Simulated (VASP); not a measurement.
Consider the following.

```
CELL_PARAMETERS angstrom
     -1.60648     1.60648     3.90259
      1.60648    -1.60648     3.90259
      1.60648     1.60648    -3.90259
ATOMIC_POSITIONS crystal
  Si 0.66538 0.66538 0.00000
  Si 0.33462 0.33462 0.00000
  W  0.99680 0.99680 0.00000
```

Level of theory: r2SCAN meta-GGA, VASP's PBE PAW potentials (set 64) (plane waves; VASP). Numerical set-up: 480 eV cut-off, 12×12×12 Γ-centred mesh, first-order Methfessel-Paxton smearing of 0.10 eV, potentials Si W_sv.

### Question
Give the force on each atom (eV/Å).

### Answer

```csv
atom,Fx,Fy,Fz
Si1,0.000,0.000,-0.197
Si2,0.000,0.000,-0.187
W3,0.000,0.000,0.384
```

### Question
Give the stress tensor in GPa (positive for a compressed cell).

### Answer

```
-0.02   0.00   0.00
 0.00  -0.02   0.00
 0.00   0.00   0.14
```
The pressure is its mean diagonal, 0.03 GPa.

The compound is WSi2 in the MoSi2 type structure. This cell was strained or had an atom moved on purpose.
